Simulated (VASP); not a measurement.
Data:

```
Pt
1.0
    0.00000     1.99442     1.99442
    1.99442     0.00000     1.99442
    1.99442     1.99442     0.00000
Pt
1
Direct
  0.00000   0.00000   0.00000
```

Calculation: RPBE GGA, VASP's PBE PAW potentials (set 64) (plane waves; VASP). Run with 520 eV cut-off, 14×14×14 Γ-centred mesh, first-order Methfessel-Paxton smearing of 0.10 eV, potentials Pt.

Unless said otherwise, spin-orbit coupling is left out, though it shifts the bands of the heavy elements here.

Problem. Predict the energy per atom (σ→0), band gap (on the k-mesh) with the smallest direct gap where there is one.

Solution. 
```
Item                                                         Value
------------------------  ----------------------------------------
band gap (on the k-mesh)  none (metal, semimetal or under 0.01 eV)
energy per atom (σ→0)                               -5.465 eV/atom
```

The compound is Pt in the fcc structure. It was relaxed first, which changed the volume by +5 %. The start is the result of an earlier pass.
